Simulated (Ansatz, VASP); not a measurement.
**AgF: VASP beside Ansatz**

One calculation is typed for both programs; each brings its own data sets. How far apart do they land? The cell is generated by rule, not measured, and may not be a known phase. The cell is taken from a series of runs on this material, whose earlier steps may have relaxed, scaled, displaced or heated it; both programs get it as it stands.

Method: plane waves, with VASP 6.6.1 beside it; relaxation of cell and atoms at PBEsol, in Ansatz 0.2.0.

The structure was built from a prototype and need not be the compound's stable phase.

### Step 1. Set-up

It takes space group F-43m (No. 216, cubic). Conventional cell: a = 5.322 Å, b = 5.322 Å, c = 5.322 Å, α = 90.00°, β = 90.00°, γ = 90.00°. Nearest to Ag lie 4 F at 2.30 Å. Nearest to F lie 4 Ag at 2.30 Å. Farther neighbours and most contacts between anions are not listed.

### Step 2. Ansatz: relaxation of cell and atoms, PBEsol

Ansatz runs on its default PAW (the set named soft_2) files.

The relaxed volume is the usual yardstick between codes: in a stiff, nearly cubic crystal its relative difference is about their pressure difference at one cell divided by the bulk modulus.

input.yaml reads:

```yaml
crystal:
  lattice:
    - [0.0, 2.66091203, 2.66091203]
    - [2.66091203, 0.0, 2.66091203]
    - [2.66091203, 2.66091203, 0.0]
  atoms:
    - { symbol: Ag, position: [0.0, 0.0, 0.0] }
    - { symbol: F, position: [0.25, 0.25, 0.25] }
kpoints:
  mp_grid: { grid: [12, 12, 12] }
hamiltonian:
  xc: pbesol
scf:
  occupations: { method: methfessel_paxton, width: 0.15 }
output:
  forces: true
  stress: true
  eigenvalues: true
relax:
  adjacent_minimum: "off"
  f_tol: 0.001
  max_steps: 60
  cell: { stress_tol: 0.01 }
```

Run with:

```console
$ ansatz run input.yaml --threads 4 --pin off --max-ram 7168MiB --backend cpu --events-out ev --progress --plain --runs-dir out
```

Numbers of over 12 decimals in the logs are rounded to 6 here.

The program printed:

```text
Engine: ansatz 0.2.0, aarch64-unknown-linux-gnu
Pseudopotentials: kind: paw
Pseudopotential: Ag, paw, valence charge 19, recommended cutoff 420 eV (normal), Ag.paw.azcp
Pseudopotential: F, paw, valence charge 7, recommended cutoff 420 eV (normal), F.paw.azcp
Functional definition: PBEsol
  exchange = pbesol_x
  correlation = pbesol_c
Crystal: 2 atoms, lattice volume = 37.681 Å³
Basis set: ecut = 420 eV, 725 PW (Γ), exchange–correlation on 54×54×54 points (8 copies of the dense FFT grid, shifted against one another)
Bands: 17, of which v1, the nominal top of the filled ones, is band 13 counted from 1 (12 counted from 0)
Symmetry: 24 space group operations
Space group: F-43m (ITA 216), of the structure as read, at distance tolerance 3.4e-5 Å
k-points: 72 of 1728 (time reversal used)
Non-local potential: Ag, projectors of the file, l = 0: 3, l = 1: 2, l = 2: 2, l = 3: 1
Non-local potential: F, projectors of the file, l = 0: 2, l = 1: 2, l = 2: 1
PAW form: soft (Blöchl's): semilocal exchange-correlation on the pseudo side does not see the compensation charge
PAW frozen core: Ag, regenerated for the run's functional, and the local potential with it (the file was generated under x = pbe(κ = 0.804, μ = 0.219515), c = pbe(β = 0.066725))
PAW frozen core: F, regenerated for the run's functional, and the local potential with it (the file was generated under x = pbe(κ = 0.804, μ = 0.219515), c = pbe(β = 0.066725))
PAW one-centre angular grid: Ag, 590 points (default); XC on 64 Gauss nodes
PAW one-centre angular grid: F, 110 points (default); XC on 64 Gauss nodes
Initial density: superposition of atomic densities (neutral atoms: chi_scale 0, normalization atom), corrected by the library's trained network
Initial wavefunctions: pseudopotential atomic-orbital guess
Functional: x = pbesol(κ = 0.804, μ = 0.123457), c = pbesol(β = 0.046)
SCF iter   1: F=—  HF=-8321.337737 eV  |F-HF|=—  |Δ(HF+E_count)|=         —  Δρ=1.30e-2  dr2=4.47e-2  ethr=1.77e-3  ⟨swp⟩=4.9  Hψ=5141  notcnv=0
preconditioner: auto → none  [insulator: Δε(μ)=0.158 eV  Ē_g=12.772 eV  σ=0.150 eV  W_gap=0.69  n_scr=14 (ndim 8)  ℏωp=25.7 eV  f_vac=0.227  D(μ)=0.40/eV (n_scr^D=0)  ε∞_Penn≈5.0]
SCF iter   2: F=—  HF=-8321.333381 eV  |F-HF|=—  |Δ(HF+E_count)|=   4.36e-3  S|Δr|=    0.00e0  Δρ=9.75e-3  dr2=2.40e-2  ethr=1.72e-4  ⟨swp⟩=2.0  Hψ=2695  notcnv=0
SCF iter   3: F=—  HF=-8321.327169 eV  |F-HF|=—  |Δ(HF+E_count)|=   6.21e-3  S|Δr|=    0.00e0  Δρ=7.96e-4  dr2=1.10e-4  ethr=9.24e-5  ⟨swp⟩=2.0  Hψ=1763  notcnv=0
SCF iter   4: F=—  HF=-8321.327198 eV  |F-HF|=—  |Δ(HF+E_count)|=   2.89e-5  S|Δr|=    0.00e0  Δρ=4.15e-4  dr2=2.33e-5  ethr=4.22e-7  ⟨swp⟩=2.6  Hψ=1724  notcnv=0
SCF iter   5: F=—  HF=-8321.327210 eV  |F-HF|=—  |Δ(HF+E_count)|=   1.16e-5  S|Δr|=    0.00e0  Δρ=2.34e-5  dr2=1.26e-7  ethr=8.95e-8  ⟨swp⟩=2.3  Hψ=1762  notcnv=0
SCF iter   6: F=-8321.327210 eV  HF=-8321.327210 eV  |F-HF|=9.23e-9  |Δ(HF+E_count)|=   1.37e-7  S|Δr|=    0.00e0  Δρ=4.41e-6  dr2=2.98e-9  ethr=3.85e-10  ⟨swp⟩=5.0  Hψ=5057  notcnv=0
SCF 1 converged in 6 iterations: F = -8321.327210 eV  dr2 = 2.98e-9
  greatest PAW one-centre occupation: 1.000 electrons in one spin orbital (limit 2), on the Ag atom at site 0 (counted from 0), in its partial waves of l = 0
relax step   1: F+E_penalty+E_count = -8321.32720972 eV  Δ(F+E_penalty+E_count) = +0.000e0 eV  max|allowed force component| = 1.180e-16 eV/Å  Δτ_max = 0.0000 Å  P = -0.008 GPa  Ω = 37.681 Å³  (6 SCF iters, dr2 threshold 1.00e-7 eV, accepted)
Initial density: handed on by an earlier stage of this run
Initial wavefunctions: pseudopotential atomic-orbital guess (no wavefunctions were taken with the density)
iter 1 solved again at ethr=1.65e-8 eV; its pass at ethr=3.10e-3 eV (dr2=4.30e-6 eV) is discarded
SCF iter   1: F=—  HF=-8321.327216 eV  |F-HF|=—  |Δ(HF+E_count)|=         —  Δρ=5.15e-6  dr2=3.91e-9  ethr=1.65e-8  ⟨swp⟩=3.3  Hψ=8602  notcnv=0
preconditioner: auto → none  [insulator: Δε(μ)=0.212 eV  Ē_g=12.864 eV  σ=0.150 eV  W_gap=0.73  n_scr=14 (ndim 8)  ℏωp=25.7 eV  f_vac=0.225  D(μ)=0.42/eV (n_scr^D=0)  ε∞_Penn≈5.0]
SCF iter   2: F=—  HF=-8321.327210 eV  |F-HF|=—  |Δ(HF+E_count)|=   6.77e-6  S|Δr|=    0.00e0  Δρ=3.02e-6  dr2=1.90e-9  ethr=1.51e-11  ⟨swp⟩=2.8  Hψ=2285  notcnv=0
SCF iter   3: F=—  HF=-8321.327210 eV  |F-HF|=—  |Δ(HF+E_count)|=   2.21e-9  S|Δr|=    0.00e0  Δρ=1.95e-6  dr2=7.90e-10  ethr=7.32e-12  ⟨swp⟩=2.0  Hψ=1875  notcnv=0
SCF iter   4: F=—  HF=-8321.327210 eV  |F-HF|=—  |Δ(HF+E_count)|=   1.07e-9  S|Δr|=    0.00e0  Δρ=2.86e-7  dr2=2.25e-11  ethr=3.04e-12  ⟨swp⟩=2.0  Hψ=1754  notcnv=0
SCF iter   5: F=—  HF=-8321.327210 eV  |F-HF|=—  |Δ(HF+E_count)|=  1.24e-10  S|Δr|=    0.00e0  Δρ=9.63e-8  dr2=1.51e-12  ethr=8.65e-14 (applied; sched 1.00e-12)  ⟨swp⟩=2.0  Hψ=1855  notcnv=0
SCF iter   6: F=-8321.327210 eV  HF=-8321.327210 eV  |F-HF|=0.00e0  |Δ(HF+E_count)|=  3.64e-12  S|Δr|=    0.00e0  Δρ=4.34e-8  dr2=5.94e-13  ethr=1.00e-12  ⟨swp⟩=4.3  Hψ=4354  notcnv=0
SCF 2 converged in 6 iterations: F = -8321.327210 eV  dr2 = 5.94e-13
relax step   2: F+E_penalty+E_count = -8321.32720972 eV  Δ(F+E_penalty+E_count) = -1.746e-9 eV  max|allowed force component| = 1.203e-16 eV/Å  Δτ_max = 0.0000 Å  P = -0.008 GPa  Ω = 37.681 Å³  stress off target by 8.27e-3 GPa  SCF on the basis re-selected at this cell (its energy is not comparable with the rows above)  (6 SCF iters)
basis re-selected at this cell: Δ(F+E_penalty+E_count) = -1.746e-9 eV, ΔP = +0.000 GPa vs the last step (what re-selecting the basis moved, of the pressure what is left beyond the Pulay correction that the steps carried, after the strain that the cell walked since its last selection, with what the two solves' SCF thresholds leave and, on support functions, any second-order correction that the steps lacked; it is no m [...]
SCF converged after 6 iterations
Stability not checked: this state was not tested for a lower state beside it, because cold or Methfessel-Paxton smearing, or corrected tetrahedra, fill the levels in a way that the test cannot read (fill_not_monotonic; see scf.lower_state_search)
Free energy (F): -8321.327210 eV
Harris-Foulkes:  -8321.327210 eV  (|F-HF|=0.00e0)
Internal energy: -8321.331079 eV  (E = F + TS)
E sigma→0 (E₀):  -8321.328177 eV
Entropy (-TS):   0.003869 eV (1.935 meV/atom)
Fermi energy:    6.023505 eV
Step filling:    the computed levels leave a gap of 0.0000 eV = 0.0 smearing widths at the electron count; against every level under it full and every level over it empty, smearing changes F+E_penalty+E_count by +1.449 meV and its σ→0 estimate by +0.482 meV
--- Per-component energies (eV) ---
  E_band       = -415.961449
  E_kinetic    = 733.308265
  E_local      = -3690.812167  (includes V_loc(G=0)·N_el)
  E_nonlocal   = 161.471812
  E_hartree    = 1597.103960
  E_xc         = -258.962585
  E_vxc        = -331.241943  (∫ρ·V_xc dr)
  E_paw        = -4032.070287  (= ΣΔE_a)
  E_vpaw       = -482.897789  (= ΣTr[D̂ρ^β])
  E_aug_tail   = 0.002397  (compensation charges beyond the density's cutoff)
  E_ewald      = -2831.737655
  E_core_change = 0.365182  (= ΣΔE_core)
  E_smearing   = 0.003869  (= −TS)
  E_closure    = -0.000000  (closes the sum)
  Σ components = -8321.327210   (vs F -8321.327210, Δ=0.00e0)
--- Forces (eV/Å), atoms counted from 1 ---
  atom   1  Ag    -0.00000000     0.00000000    -0.00000000
  atom   2  F      0.00000000    -0.00000000    -0.00000000
  max |Σ_I F_I| component: 1.11e-16 eV/Å
--- Stress (GPa, compression-positive) ---
       -0.008269       0.000000      -0.000000
       -0.000000      -0.008269       0.000000
       -0.000000       0.000000      -0.008269
  P = ⅓ Tr σ = -0.0083 GPa (-0.083 kbar)
--- Band table (eV; the first three rows and the last of 72) ---
  k-point 0: bands = [... 9 lower, 4.5823, 5.8763, 5.9882, 5.9882, 5.9882, 18.9969, 18.9969, 18.9969]
  k-point 1: bands = [... 9 lower, 4.5764, 5.7789, 5.9746, 5.9746, 6.2006, 18.2359, 19.0020, 19.0020]
  k-point 2: bands = [... 9 lower, 4.5674, 5.5597, 5.9311, 5.9311, 6.7424, 16.7246, 18.9925, 18.9925]
  k-point 71: bands = [... 9 lower, 4.5566, 4.8091, 4.8842, 5.5312, 12.5313, 12.8400, 14.8104, 14.9660]
--- Relaxed structure (1 steps of the walk, 1 accepted, 1 SCFs on fresh bases) ---
  F+E_penalty+E_count = -8321.32720972 eV   max|allowed force component| = 1.203e-16 eV/Å   (the final SCF, on the basis selected at the relaxed cell)
  cell:  # Å, volume = 37.6809 Å³
    - [0.0, 2.66091203, 2.66091203]
    - [2.66091203, 0.0, 2.66091203]
    - [2.66091203, 2.66091203, 0.0]
  atoms:
    - { symbol: Ag, position: [0.0, 0.0, 0.0] }
    - { symbol: F, position: [0.250000, 0.250000, 0.250000] }
```

Reading the cycles: dr2 is the Hartree energy of the density residual (eV), the measure of convergence; HF is the Harris–Foulkes estimate of the energy, which meets the free energy F at convergence.

(Continued in part 2 of 2.)

[Lines on the potential files, build, host, timing and source positions are cut from VASP's logs without a mark.]

[Logs are printed without paths, hosts, clocks, repeated set-up lines and the standing remarks that a program may print on its own settings, such as how far it seeks lower states.]

[Hosts, paths, dates, database ids (printed as entryN), source tags and the programs' standing remarks are cut or masked in the printed files.]
